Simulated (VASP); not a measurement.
Computed with PBE GGA, VASP's PBE PAW potentials (set 64) (plane waves; VASP 6.6.1).

VASP input:

### INCAR
```
SYSTEM = BAs
PREC = Accurate; ENCUT = 520; LREAL = .FALSE.
LASPH = .TRUE.
EDIFF = 1E-6; NELM = 100; ALGO = Normal
LMAXMIX = 4
ISMEAR = 0; SIGMA = 0.05
GGA = PE
IBRION = 2; NSW = 40; ISIF = 2
EDIFFG = -0.01
LWAVE = .FALSE.; LCHARG = .FALSE.
```

File POSCAR:
```
BAs
1.0
  0.0000000000   2.3900000000   2.3900000000
  2.3900000000   0.0000000000   2.3900000000
  2.3900000000   2.3900000000   0.0000000000
B As
1 1
Cart
  0.1200000002   0.0500000000  -0.0000000000
  1.1950000000   1.1950000000   1.1950000000
```

File KPOINTS:
```
K-points
0
gamma
7 7 7
0 0 0
```

POTCAR, in this order: B As (PBE.64 set). Program: vasp_std.

Estimate the energy per atom (σ→0).

```yaml
energy per atom (σ→0): -5.700 eV/atom
```

### OSZICAR
```
...
DAV:   1    -0.114009760503E+02   -0.37036E-04   -0.40669E-03  2784   0.511E-01    0.129E-02
DAV:   2    -0.114009807907E+02   -0.47404E-05   -0.64814E-05  4176   0.686E-02    0.646E-03
DAV:   3    -0.114009804216E+02    0.36909E-06   -0.13176E-06  2784   0.806E-03
   6 F= -.11400980E+02 E0= -.11400980E+02  d E =-.412719E-04
       N       E                     dE             d eps       ncg     rms          rms(c)
DAV:   1    -0.114009875643E+02   -0.67736E-05   -0.32312E-04  2784   0.144E-01    0.348E-03
DAV:   2    -0.114009879188E+02   -0.35456E-06   -0.52351E-06  4112   0.195E-02
   7 F= -.11400988E+02 E0= -.11400988E+02  d E =-.487692E-04
```

The compound is BAs in the zinc blende structure. In the starting cell atoms are displaced from their ideal sites. This run relaxes the ions in a fixed cell.
